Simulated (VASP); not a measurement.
# Li2Nb (P6/mmm) in VASP: relaxation of cell and atoms with PBE

Aim: the relaxation of cell and atoms of Li2Nb with PBE.

Program: VASP 6.6.1. These are calculated values, not measurements. Logs are shortened: lines on timing, memory, paths and dates and some standing lists are left out, and cuts for length are marked.

## (1) The structure

The structure is hexagonal, space group P6/mmm (No. 191). Conventional cell: a = 4.181 Å, b = 4.181 Å, c = 2.673 Å, α = 90.00°, β = 90.00°, γ = 120.00°. Li (site symmetry -6m2) has 5 Li at 2.41 to 2.67 Å and 3 Nb at 2.41 Å as nearest neighbours. Nb (site symmetry 6/mmm) has 6 Li at 2.41 Å and 2 Nb at 2.67 Å as nearest neighbours.

The cell was built by a generator and needn't be a form met in nature.

## (2) Relaxation of cell and atoms, PBE

Input file INCAR:

```
SYSTEM = Li2Nb
PREC = Accurate ; ENCUT = 600
EDIFF = 1E-6 ; ISMEAR = 1
SIGMA = 0.2 ; LREAL = .False.
LASPH = .True. ; NELM = 100
ALGO = Fast ; ISIF = 3
LWAVE = .False. ; LCHARG = .False.
GGA = PE ; IBRION = 2
NSW = 60 ; EDIFFG = -0.01
```

Input file KPOINTS:

```
regular mesh
0
Gamma
  7 7 10
  0 0 0
```

Input file POSCAR:

```
Li2Nb
1.0
    4.1805200100      0.0000000000      0.0000000000
   -2.0902600100      3.6204365300      0.0000000000
    0.0000000000      0.0000000000      2.6728509800
Li Nb
2 1
Direct
    0.3333333300      0.6666666700      0.5000000000
    0.6666666700      0.3333333300      0.5000000000
    0.0000000000      0.0000000000      0.5000000000
```

Potentials or basis: VASP PAW PBE potentials, release 64 (Li_sv, Nb_sv).

Command:

```console
$ cat potpaw_PBE.64/Li_sv/POTCAR potpaw_PBE.64/Nb_sv/POTCAR > POTCAR
$ mpirun -np 1 vasp_std > vasp.out
```

OUTCAR:

```text
SYSTEM = Li2Nb
   PREC = Accurate
   ENCUT = 600
   EDIFF = 1E-6
   ISMEAR = 1
   LREAL = .False.
   LASPH = .True.
   NELM = 100
   ISIF = 3
   GGA = PE
   IBRION = 2
   NSW = 60
   EDIFFG = -0.01

 ion  position               nearest neighbor table
   1  0.333  0.667  0.500-   2 2.41   2 2.41   3 2.41   3 2.41   3 2.41   2 2.41
   2  0.667  0.333  0.500-   1 2.41   1 2.41   3 2.41   3 2.41   3 2.41   1 2.41
   3  0.000  0.000  0.500-   1 2.41   2 2.41   2 2.41   1 2.41   2 2.41   1 2.41

  LATTYP: Found a hexagonal cell.
 ALAT       =     4.1805200100
 C/A-ratio  =     0.6393584945

  Lattice vectors:

 A1 = (   4.1805200100,   0.0000000000,   0.0000000000)
 A2 = (  -2.0902600100,   3.6204365300,   0.0000000000)
 A3 = (   0.0000000000,   0.0000000000,   2.6728509800)

Analysis of symmetry for initial positions (statically):
=====================================================================
 Subroutine PRICEL returns:
 Original cell was already a primitive cell.

 Routine SETGRP: Setting up the symmetry group for a
 hexagonal supercell.

 Subroutine GETGRP returns: Found 24 space group operations
 (whereof 24 operations were pure point group operations)
 out of a pool of 24 trial point group operations.

The static configuration has the point symmetry D_6h.

Analysis of symmetry for dynamics (positions and initial velocities):
=====================================================================
 Subroutine PRICEL returns:
 Original cell was already a primitive cell.

 Routine SETGRP: Setting up the symmetry group for a
 hexagonal supercell.

 Subroutine GETGRP returns: Found 24 space group operations
 (whereof 24 operations were pure point group operations)
 out of a pool of 24 trial point group operations.

The dynamic configuration has the point symmetry D_6h.

 Subroutine INISYM returns: Found 24 space group operations
 (whereof 24 operations are pure point group operations),
 and found     1 'primitive' translations

----------------------------------------------------------------------------------------

                                     Primitive cell

  volume of cell :      40.4544

  direct lattice vectors                    reciprocal lattice vectors
     4.180520010  0.000000000  0.000000000     0.239204692  0.138104893  0.000000000
    -2.090260010  3.620436530  0.000000000     0.000000000  0.276209786  0.000000000
     0.000000000  0.000000000  2.672850980     0.000000000  0.000000000  0.374132343

  length of vectors
     4.180520010  4.180520013  2.672850980     0.276209786  0.276209786  0.374132343

  position of ions in fractional coordinates (direct lattice)
     0.333333330  0.666666670  0.500000000
     0.666666670  0.333333330  0.500000000
     0.000000000  0.000000000  0.500000000

[... 91 lines left out ...]
   EFERMI =   0.00;   METHOD = LEGACY
   ISMEAR =     1;   SIGMA  =   0.20  broadening in eV -4-tet -1-fermi 0-gaus
   EFERMI_NEDOS =   21; number of points for ismear=-14 and -15
   IALGO  =     68    algorithm
   IMIX   =      4    mixing-type and parameters
     AMIX     =   0.40;   BMIX     =  1.00
     AMIX_MAG =   1.60;   BMIX_MAG =  1.00
  volume/ion in A,a.u.               =      13.48        91.00
  Fermi-wavevector in a.u.,A,eV,Ry     =   1.272538  2.404748 22.032629  1.619353
  Thomas-Fermi vector in A             =   2.405411
   LORBIT       =      0    0 simple, 1 ext, 2 COOP (PROOUT), +10 PAW based schemes
   GGA     = PE    functional components
   LHFCALC =     F    Hartree Fock is set to
   AEXX    =    0.0000 exact exchange contribution
   IVDW    =     0    specifies the selected vdW correction
   LEPSILON=     F    determine dielectric tensor
   LRPA    =     F    only Hartree local field effects (RPA)
 conjugate gradient relaxation of ions
 non-spin polarized calculation
 RMM-DIIS sequential band-by-band and
 Methfessel and Paxton  Order N= 1 SIGMA  =   0.20
  energy-cutoff  :      600.00
  volume of cell :       40.45
 maximum number of plane-waves:      1370
 NGX is ok and might be reduce to    36
   NGX = 17   NGY = 17   NGZ = 11

--------------------------------------- Ionic step        1  -------------------------------------------

 number of electron      19.0000001 magnetization

 Free energy of the ion-electron system (eV)
  ---------------------------------------------------
  ext. energy  EPLUGINS =         0.00000000
  ---------------------------------------------------
  free energy    TOTEN  =       -10.23121440 eV

  energy without entropy =      -10.22893765  energy(sigma->0) =      -10.23045548

 E-fermi :   6.2652     XC(G=0): -10.3551

 val. band max:        6.2523995098   @ k =   0.0000   0.0000   0.5000
 cond. band min:       6.2703166200   @ k =   0.4286   0.0000   0.1000
 fundamental gap:      0.0179171102
 Fermi energy:         6.2652181016

 k-point     1 :       0.0000    0.0000    0.0000
  band No.  band energies     occupation
      1     -48.2725      2.00000
      2     -39.0922      2.00000
      3     -38.9794      2.00000
      4     -24.4946      2.00000
      5     -24.4946      2.00000
      6     -23.3428      2.00000
      7       1.7065      2.00000
      8       4.1841      2.00000
      9       4.1841      2.00000
     10       4.4978      2.00000
     11      10.0883     -0.00000
     12      10.0890     -0.00000
     13      11.8887      0.00000
[... 472 lines left out ...]
  FREE ENERGIE OF THE ION-ELECTRON SYSTEM (eV)
  ---------------------------------------------------
  free  energy   TOTEN  =       -11.8730751693 eV

  energy  without entropy=      -11.8646862123  energy(sigma->0) =      -11.87027885

[... ionic steps 4 to 9 ...]

--------------------------------------- Ionic step       10  -------------------------------------------

 number of electron      18.9999983 magnetization

------------------------ aborting loop because EDIFF is reached ----------------------------------------
[... 69 lines left out ...]
--------------------------------------- Ionic step       12  -------------------------------------------

 number of electron      18.9999983 magnetization

 Free energy of the ion-electron system (eV)
  ---------------------------------------------------
  ext. energy  EPLUGINS =         0.00000000
  ---------------------------------------------------
  free energy    TOTEN  =       -11.98955160 eV

  energy without entropy =      -11.98375970  energy(sigma->0) =      -11.98762097

 E-fermi :   4.4350     XC(G=0):  -9.2434

 val. band max:        4.4255278645   @ k =   0.2857   0.2857   0.2000
 cond. band min:       4.4997921991   @ k =   0.2857   0.1429   0.2000
 fundamental gap:      0.0742643345
 Fermi energy:         4.4350097741

 k-point     1 :       0.0000    0.0000    0.0000
  band No.  band energies     occupation
      1     -50.5617      2.00000
      2     -41.5784      2.00000
      3     -41.5593      2.00000
      4     -26.6518      2.00000
      5     -26.6518      2.00000
      6     -24.7997      2.00000
      7      -0.0359      2.00000
      8       1.6916      2.00000
      9       2.6181      2.00000
     10       2.6181      2.00000
     11       6.9582     -0.00000
     12       6.9582     -0.00000
     13       9.3116      0.00000
[... 398 lines left out ...]
  FREE ENERGIE OF THE ION-ELECTRON SYSTEM (eV)
  ---------------------------------------------------
  free  energy   TOTEN  =       -11.9895515969 eV

  energy  without entropy=      -11.9837597032  energy(sigma->0) =      -11.98762097

 reached required accuracy - stopping structural energy minimisation
```

OSZICAR:

```text
N       E                     dE             d eps       ncg     rms          rms(c)
DAV:   1     0.171214966792E+03    0.17121E+03   -0.10670E+04  1248   0.168E+03
[... 639 lines left out ...]
RMM:  29    -0.119882489319E+02   -0.52522E-05   -0.10455E-04   873   0.828E-02    0.633E-03
RMM:  30    -0.119882333109E+02    0.15621E-04    0.10526E-04   821   0.827E-02    0.652E-03
RMM:  31    -0.119882386256E+02   -0.53147E-05   -0.10617E-04   832   0.815E-02    0.700E-03
RMM:  32    -0.119882225116E+02    0.16114E-04    0.10922E-04   800   0.817E-02    0.723E-03
RMM:  33    -0.119882279116E+02   -0.54000E-05   -0.10809E-04   798   0.805E-02    0.771E-03
RMM:  34    -0.119882113115E+02    0.16600E-04    0.11304E-04   797   0.806E-02    0.798E-03
RMM:  35    -0.119882167972E+02   -0.54858E-05   -0.10999E-04   797   0.795E-02    0.846E-03
RMM:  36    -0.119881996959E+02    0.17101E-04    0.11706E-04   782   0.
```

It took 11 min on 1 thread of Intel Xeon 6975P-C (Granite Rapids), shared host; peak memory 0.2 GiB.

What came out:

| Item | Value |
| --- | --- |
| Free energy | -11.9896 eV |
| Relaxed volume | 17.65 Å³/atom |
| Relaxed cell | a = 5.004 Å, b = 5.004 Å, c = 2.442 Å, α = 90.00°, β = 90.00°, γ = 120.00° |
| Space group after relaxing (to 0.05 Å) | P6/mmm (No. 191) |
| Energy gained by relaxing | 586.1 meV/atom |
| Ionic steps | 12 |
| Pressure after relaxing | 0.0 GPa |
| Band gap on the k mesh | none (metal or under the smearing width) |

The path:
```
step  energy change (eV)  largest force (eV/Å)  pressure (GPa)  volume (Å³)
   1              0.0000                0.0000           17.34        40.45
   2             -1.5797                0.0000            0.16        49.01
   3             -1.6419                0.0000            3.01        49.42
   4             -1.6928                0.0000            2.44        50.22
   5             -1.7471                0.0000            1.07        51.83
   6             -1.7568                0.0000            0.64        52.38
   7             -1.7564                0.0000            0.26        52.69
   8             -1.7581                0.0000            0.08        52.93
   9             -1.7583                0.0000            0.04        52.91
  10             -1.7583                0.0000            0.09        52.87
  11             -1.7583                0.0000            0.10        52.86
  12             -1.7583                0.0000            0.04        52.96
```

Final structure:
```xyz
3
Lattice="5.0036 0.0000 0.0000 -2.5018 4.3332 0.0000 0.0000 0.0000 2.4424" Properties=species:S:1:pos:R:3 pbc="T T T"
Li    0.0000    2.8888    1.2212
Li    2.5018    1.4444    1.2212
Nb    5.0036    0.0000    1.2212
```

Caveat: the cutoff is under 1.25 times the usual one of these potentials, so pressure, stress and relaxed cells hold a basis-set (Pulay) error; the volume moved by over 15 % at a fixed basis, so the end points are rough.
